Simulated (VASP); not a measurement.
Output of a VASP run:

**OSZICAR**
```
       N       E                     dE             d eps       ncg     rms          rms(c)
DAV:   1     0.390703792388E+02    0.39070E+02   -0.83186E+03  1584   0.128E+03
DAV:   2    -0.222463505074E+02   -0.61317E+02   -0.58330E+02  2041   0.251E+02
DAV:   3    -0.246495971658E+02   -0.24032E+01   -0.23802E+01  2068   0.431E+01
DAV:   4    -0.246723537414E+02   -0.22757E-01   -0.22691E-01  1900   0.421E+00
DAV:   5    -0.246728142449E+02   -0.46050E-03   -0.46005E-03  2063   0.405E-01    0.436E+01
DAV:   6    -0.217597546644E+02    0.29131E+01   -0.16360E+01  1839   0.278E+01    0.376E+01
DAV:   7    -0.216741929812E+02    0.85562E-01   -0.74902E-01  1785   0.777E+00    0.252E+01
DAV:   8    -0.216591489311E+02    0.15044E-01   -0.18397E-01  1823   0.396E+00    0.642E+00
DAV:   9    -0.216457820659E+02    0.13367E-01   -0.72023E-02  1866   0.189E+00    0.144E+00
DAV:  10    -0.216453890391E+02    0.39303E-03   -0.24722E-03  1869   0.468E-01    0.287E-01
DAV:  11    -0.216453999452E+02   -0.10906E-04   -0.20801E-04  1989   0.128E-01    0.379E-02
DAV:  12    -0.216453969722E+02    0.29730E-05   -0.20935E-05  1948   0.393E-02    0.331E-02
DAV:  13    -0.216453964950E+02    0.47719E-06   -0.12689E-06  1031   0.112E-02
   1 F= -.21645396E+02 E0= -.21645396E+02  d E =0.000000E+00
```

### OUTCAR
```
------------------------ aborting loop because EDIFF is reached ----------------------------------------
  FORCE on cell =-STRESS in cart. coord.  units (eV):
  Direction    XX          YY          ZZ          XY          YZ          ZX
  --------------------------------------------------------------------------------------
  Total       -1.7683510     -1.7683510     -1.7683510     -0.0000000      0.0000000      0.0000000
  in kB     -115.6440296   -115.6440296   -115.6440296     -0.0000000      0.0000000      0.0000000
  external PRESSURE =    -115.6440296 kB  Pullay stress =       0.0000000 kB
  volume of cell :       24.50
      direct lattice vectors                 reciprocal lattice vectors
     0.000000000  2.305200000  2.305200000    -0.216900920  0.216900920  0.216900920
     2.305200000  0.000000000  2.305200000     0.216900920 -0.216900920  0.216900920
     2.305200000  2.305200000  0.000000000     0.216900920  0.216900920 -0.216900920
 POSITION                                       TOTAL-FORCE (eV/Angst)
 -----------------------------------------------------------------------------------
      0.00000      0.00000      0.00000         0.000000      0.000000      0.000000
      2.30520      2.30520      2.30520        -0.000000     -0.000000     -0.000000
 -----------------------------------------------------------------------------------
    total drift:                                0.000000     -0.000000     -0.000000
  FREE ENERGIE OF THE ION-ELECTRON SYSTEM (eV)
  ---------------------------------------------------
  free  energy   TOTEN  =       -21.6453964950 eV

  energy  without entropy=      -21.6453964950  energy(sigma->0) =      -21.64539650
```
(Selected blocks of OUTCAR.)

### POSCAR
```
HfN
1
    0.0000000000     2.3052000000     2.3052000000
    2.3052000000     0.0000000000     2.3052000000
    2.3052000000     2.3052000000     0.0000000000
Hf N
1 1
Direct
  0.0000000000   0.0000000000   0.0000000000
  0.5000000000   0.5000000000   0.5000000000
```

Question: Reconstruct the remaining input files.

Answer: One answer among several that fit: the input of the run itself, PBE GGA, plane waves, VASP's PBE PAW potentials (set 64).

**KPOINTS**
```
Automatic mesh
0
Gamma
12 12 12
0 0 0
```

### INCAR
```
# general
SYSTEM  = HfN
PREC    = Accurate
ENCUT   = 520
LREAL   = F
LASPH   = T

# electronic loop
EDIFF   = 1E-6   # SCF stop (eV)
NELM    = 100
ALGO    = Normal   # blocked Davidson
LMAXMIX = 6

# smearing
ISMEAR  = -4

# functional
GGA     = PE   # PBE

# ions
ISIF    = 2

# output
LWAVE   = F
LCHARG  = F
```

POTCAR, in this order: Hf_pv N (PBE.64 set). Program: vasp_std.

The compound is HfN in the rock salt structure. The cell was not relaxed at this level. The run is one of a series of settings (ISMEAR = -4, SIGMA removed against the base run), some of them coarse on purpose. The electron count is odd and the run is not spin-polarised, which forces a metal.
